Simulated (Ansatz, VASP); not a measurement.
## Code comparison for LaCoSi3 (I4mm, 5 atoms in the cell)

Self-consistent single point.

```
CELL_PARAMETERS angstrom
     -2.05600     2.05600     4.75963
      2.05600    -2.05600     4.75963
      2.05600     2.05600    -4.75963
ATOMIC_POSITIONS crystal
  La 0.00496 0.00496 0.00000
  Co 0.66193 0.66193 0.00000
  Si 0.42530 0.42530 0.00000
  Si 0.26141 0.76141 0.50000
  Si 0.76141 0.26141 0.50000
```

All programs got the same cell, k-point mesh and kind of occupations (in Ansatz's words: kpoints.mp_grid.grid = 8 8 8; scf.occupations.method = fermi_dirac; scf.occupations.width = 0.1 eV); potentials, basis and cutoffs are each program's usual ones.

| code | model | pressure (GPa) | largest force (eV/Å) | cutoff |
|---|---|---|---|---|
| Ansatz | PBEsol, PAW files made with PBE | 2.27 | 0.085 | default |
| VASP | PBEsol, VASP's PBE PAW potentials (set 64) | 2.16 | 0.098 | 300 eV |

Size of the force on each atom (eV/Å): Sizes of forces hide their directions.

```csv
code,La1,Co2,Si3,Si4,Si5
Ansatz,0.079,0.085,0.055,0.024,0.024
VASP,0.086,0.098,0.057,0.022,0.022
```

The spread over the programs that give each value: pressure within 0.11 GPa; largest force within 0.013 eV/Å.

The starting cell comes from a database of computed structures (which also holds hypothetical and non-ambient phases and stackings), without a prior relaxation at this level. Its lattice was rescaled by a random factor within 2.5 % of one. On Ansatz's run: Spin polarisation is off.

**Question.** Why do the programs differ, and what cannot be compared?

**Answer.** Differences of this kind can come from the potentials, where these differ, and from what each basis and cutoff leave unconverged. The valence holds different numbers of electrons (Ansatz (a program for electronic structure) 40, VASP 32). The zero of total energies and Fermi levels follows the potentials and each program's conventions, so they are not compared here. Ansatz's pressure is given at a fixed set of plane waves, as the other plane-wave codes print theirs.

VASP's run is marked for a possible Pulay error in its stress at this cutoff; no cutoff test was made.

Left out of this page: Quantum ESPRESSO, FLEUR and SIESTA (not drawn, or without a comparable value); ABINIT (stopped by limits of time or memory).

Keys are those of Ansatz 0.2.
